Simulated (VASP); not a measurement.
Given:

```xyz
2
Lattice="0.0000 3.4450 3.4450 3.4450 0.0000 3.4450 3.4450 3.4450 0.0000" Properties=species:S:1:pos:R:3 pbc="T T T"
Rb     0.0000     0.0000     0.0000
Br     3.4450     3.4450     3.4450
```

These are PBE GGA, VASP's PBE PAW potentials (set 64) (plane waves; VASP) values and carry that method's errors. Numerical set-up: 350 eV cut-off, 6×6×6 Γ-centred mesh, Gaussian smearing of 0.050 eV, potentials Rb_sv Br.

### Question
Estimate the energy per atom (σ→0), band gap (on the k-mesh) with the smallest direct gap where there is one.

### Answer

| Quantity | Value |
|---|---|
| band gap (on the k-mesh) | 4.32 eV |
| smallest direct gap (on the k-mesh) | 4.32 eV |
| energy per atom (σ→0) | -3.052 eV/atom |

Total energies compare only between runs with the same potentials, cut-off and functional.

The compound is RbBr in the rock salt structure. The cell was not relaxed at this level. The run is one of a series of settings (ENCUT = 350 against the base run), some of them coarse on purpose.
